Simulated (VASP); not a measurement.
Consider the following.

```yaml
crystal:
  lattice:
    - [5.43740, 0.00000, 0.00000]
    - [-2.71870, 4.70893, 0.00000]
    - [0.00000, 0.00000, 4.31294]
  atoms:
    - { symbol: Ge, position: [0.66667, 0.33333, 0.25000] }
    - { symbol: Ge, position: [0.33333, 0.66667, 0.75000] }
    - { symbol: Rh, position: [0.33333, 0.16667, 0.75000] }
    - { symbol: Rh, position: [0.66667, 0.83333, 0.25000] }
    - { symbol: Rh, position: [0.16667, 0.33333, 0.25000] }
    - { symbol: Rh, position: [0.83333, 0.66667, 0.75000] }
    - { symbol: Rh, position: [0.83333, 0.16667, 0.75000] }
    - { symbol: Rh, position: [0.16667, 0.83333, 0.25000] }
```

All values below come from r2SCAN meta-GGA, VASP's PBE PAW potentials (set 64) (plane waves; VASP). Numerical set-up: 400 eV cut-off, 7×7×8 Γ-centred mesh, tetrahedra with Blöchl corrections, potentials Ge_d Rh_pv.

Q: Tabulate the total density of states (states/eV per cell) against energy (eV; zero at the valence-band maximum or, without a gap, the Fermi level).

A: 
(E (eV), DOS (states/eV)): (-9.98, 8.20); (-9.74, 0.00); (-9.50, 0.00); (-9.26, 0.00); (-9.02, 0.00); (-8.90, 0.00); (-8.66, 0.00); (-8.42, 0.00); (-8.18, 0.00); (-7.94, 0.00); (-7.70, 0.00); (-7.46, 0.00); (-7.22, 0.00); (-6.98, 0.13); (-6.74, 1.34); (-6.62, 2.09); (-6.38, 6.74); (-6.14, 5.81); (-5.90, 3.65); (-5.66, 3.21); (-5.42, 8.10); (-5.18, 10.1); (-4.94, 9.08); (-4.70, 9.72); (-4.46, 10.1); (-4.34, 8.61); (-4.10, 12.3); (-3.86, 6.97); (-3.62, 12.0); (-3.38, 4.57); (-3.14, 9.58); (-2.90, 6.85); (-2.66, 15.0); (-2.42, 7.99); (-2.18, 5.38); (-2.06, 6.87); (-1.82, 7.91); (-1.58, 8.32); (-1.34, 13.8); (-1.10, 9.63); (-0.86, 14.1); (-0.62, 15.1); (-0.38, 5.29); (-0.14, 6.55); (0.10, 5.08); (0.22, 4.89); (0.46, 6.85); (0.70, 6.55); (0.94, 4.38); (1.18, 2.53); (1.42, 2.69); (1.66, 4.78); (1.90, 3.89); (2.14, 3.32); (2.38, 3.18); (2.50, 3.02); (2.74, 2.66); (2.98, 2.61); (3.22, 2.22); (3.46, 1.50)
Within 2 eV below the Fermi level the largest weight inside VASP's projection spheres is Rh d.

The structure comes from a computed database's GeRh3 entry (P6_3/mmc); how it stands against other phases isn't given here. It was relaxed first.
